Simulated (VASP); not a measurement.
These are PBE GGA, VASP's PBE PAW potentials (set 64) (plane waves; VASP) values and carry that method's errors.

Input for VASP

**POSCAR**
```
BaTiO3
1
    4.0236274936     0.0000000000     0.0000000000
    0.0000000000     4.0236274936     0.0000000000
    0.0000000000     0.0000000000     4.0236274936
Ba Ti O
1 1 3
Direct
  0.0000000000   0.0000000000   0.0000000000
  0.5000000000   0.5000000000   0.5000000000
  0.5000000000   0.0000000000   0.5000000000
  0.0000000000   0.5000000000   0.5000000000
  0.5000000000   0.5000000000   0.0000000000
```

File KPOINTS:
```
Automatic
0
Gamma
 5 5 5
0 0 0
```

**INCAR**
```
# general
SYSTEM   =  BaTiO3
PREC     =  Accurate
ENCUT    =  450
LREAL    =  .FALSE.
LASPH    =  .TRUE.

# electronic loop
EDIFF    =  1E-6
NELM     =  100
ALGO     =  Normal
LMAXMIX  =  4

# smearing
ISMEAR   =  0
SIGMA    =  0.05

# functional
GGA      =  PE

# output
LWAVE    =  .FALSE.
LCHARG   =  .TRUE.
```

POTCAR, in this order: Ba_sv Ti_sv O (PBE.64 set). Program: vasp_std.

Estimate the energy per atom (σ→0).

| Item | Result |
|---|---|
| energy per atom (σ→0) | -7.998 eV/atom |

OSZICAR:
```
...
DAV:  10    -0.399919088786E+02    0.11424E-01   -0.77436E-02   608   0.284E+00    0.427E-01
DAV:  11    -0.399905568960E+02    0.13520E-02   -0.95616E-03   720   0.794E-01    0.743E-02
DAV:  12    -0.399905566916E+02    0.20438E-06   -0.20854E-03   584   0.466E-01    0.716E-02
DAV:  13    -0.399904892869E+02    0.67405E-04   -0.38030E-04   640   0.151E-01    0.102E-02
DAV:  14    -0.399904984946E+02   -0.92078E-05   -0.42797E-05   656   0.601E-02    0.232E-02
DAV:  15    -0.399904920637E+02    0.64309E-05   -0.18870E-05   600   0.399E-02    0.442E-03
DAV:  16    -0.399904918850E+02    0.17867E-06   -0.11432E-06   368   0.724E-03
   1 F= -.39990492E+02 E0= -.39990492E+02  d E =-.486892E-12
```

The compound is BaTiO3 in the cubic perovskite structure, the ideal cubic form; the compound distorts at low or room temperature. It was relaxed first.
